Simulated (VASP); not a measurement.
Ga2SnO:

```
CELL_PARAMETERS angstrom
-3.59131 3.59131 2.92494
3.59131 -3.59131 2.92494
3.59131 3.59131 -2.92494
ATOMIC_POSITIONS crystal
Ga 0.17000 0.67000 0.84000
Ga 0.67000 0.83000 0.50000
Ga 0.83000 0.33000 0.16000
Ga 0.33000 0.17000 0.50000
Sn 0.75000 0.75000 0.00000
Sn 0.25000 0.25000 0.00000
O 0.25000 0.75000 0.50000
O 0.75000 0.25000 0.50000
```

The cell was built by a generator and needn't be a form met in nature.

```yaml
Program: VASP 6.6.1
Task: relaxation of cell and atoms
Functional: PBE
Potentials_or_basis: VASP PAW PBE potentials, release 64 (Ga_d, Sn_d, O)
Cutoff: 520 eV
k_mesh: 3 × 3 × 3
Occupations: gaussian, width 0.15 eV
Spin: no spin polarisation
```

At the start: pressure -2.9 GPa; volume 18.86 Å³/atom.

Task: How do energy, volume and symmetry change on relaxing?

Result: Over 15 steps the energy falls by 86.3 meV/atom and the volume is 18.88 Å³/atom (+0.1 %); space group I4/mcm (No. 140, to 0.05 Å).

The path:
```tsv
step	energy change (eV)	largest force (eV/Å)	pressure (GPa)	volume (Å³)
1	0.0000	1.5751	-2.95	150.90
2	-0.4764	0.8265	0.80	143.40
3	-0.5115	0.4744	2.56	140.80
4	-0.6360	0.1865	1.16	145.21
5	-0.6670	0.0376	0.83	147.49
6	-0.6679	0.2695	-0.17	152.11
7	-0.6772	0.0532	0.76	149.72
8	-0.6751	0.2165	-1.14	150.91
9	-0.6772	0.0829	0.89	150.04
10	-0.6765	0.1686	0.31	150.47
11	-0.6769	0.1065	0.72	150.28
12	-0.6873	0.1135	-0.05	152.42
13	-0.6890	0.0346	-0.55	151.75
14	-0.6888	0.0458	0.58	150.43
15	-0.6906	0.0225	-0.01	151.08
```

Final structure:
```
CELL_PARAMETERS angstrom
-3.57656 3.57656 2.95262
3.57656 -3.57656 2.95262
3.57656 3.57656 -2.95262
ATOMIC_POSITIONS crystal
Ga 0.15126 0.65126 0.80253
Ga 0.65126 0.84874 0.50000
Ga 0.84874 0.34874 0.19747
Ga 0.34874 0.15126 0.50000
Sn 0.75000 0.75000 0.00000
Sn 0.25000 0.25000 0.00000
O 0.25000 0.75000 0.50000
O 0.75000 0.25000 0.50000
```

Caveat: the k mesh is coarse (spacing up to 0.46 Å⁻¹), so the values aren't converged.
